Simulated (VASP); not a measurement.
Input:

```
InPd
1.0
    3.21792     0.00000     0.00000
    0.00000     3.21792     0.00000
    0.00000     0.00000     3.21792
In Pd
1 1
Direct
  0.50000   0.50000   0.50000
  0.00000   0.00000   0.00000
```

Method: LDA (Ceperley-Alder, Perdew-Zunger), VASP's LDA PAW potentials (set 64) (plane waves; VASP). Settings: 500 eV cut-off, 11×11×11 Γ-centred mesh, first-order Methfessel-Paxton smearing of 0.10 eV, potentials In_d Pd.

Unless said otherwise, spin-orbit coupling is left out, though it shifts the bands of the heavy elements here.

### Question
Predict the energy per atom (σ→0), band gap (on the k-mesh) with the smallest direct gap where there is one.

### Answer

The band gap (on the k-mesh) is none (metal, semimetal or under 0.01 eV). The energy per atom (σ→0) comes out as -5.402 eV/atom.

Total energies compare only between runs with the same potentials, cut-off and functional.

The compound is PdIn in the CsCl type structure. It was relaxed first. The electron count is odd and the run is not spin-polarised, which forces a metal.
